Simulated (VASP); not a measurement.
Data:

```
TaC
1.0
    0.00000     2.21667     2.21667
    2.21667     0.00000     2.21667
    2.21667     2.21667     0.00000
Ta C
1 1
Direct
  0.00000   0.00000   0.00000
  0.50000   0.50000   0.50000
```

These are PBE GGA, VASP's PBE PAW potentials (set 64) (plane waves; VASP) values and carry that method's errors. Numerical set-up: 520 eV cut-off, 14×14×14 Γ-centred mesh, first-order Methfessel-Paxton smearing of 0.10 eV, potentials Ta_pv C.

Task: The job: TaC (rock salt), 2 atoms, PBE, static run, 520 eV, 14×14×14 Γ-centred mesh. Roughly how much core time does it take on a busy server core?

Result: About 30 core-seconds (one run on a shared machine, a rough figure). It had 104 irreducible k-points, 11 bands, up to 598 plane waves and 14 electronic steps.

The compound is TaC in the rock salt structure. This cell is one point of a volume scan, at 0.97 of the reference volume.
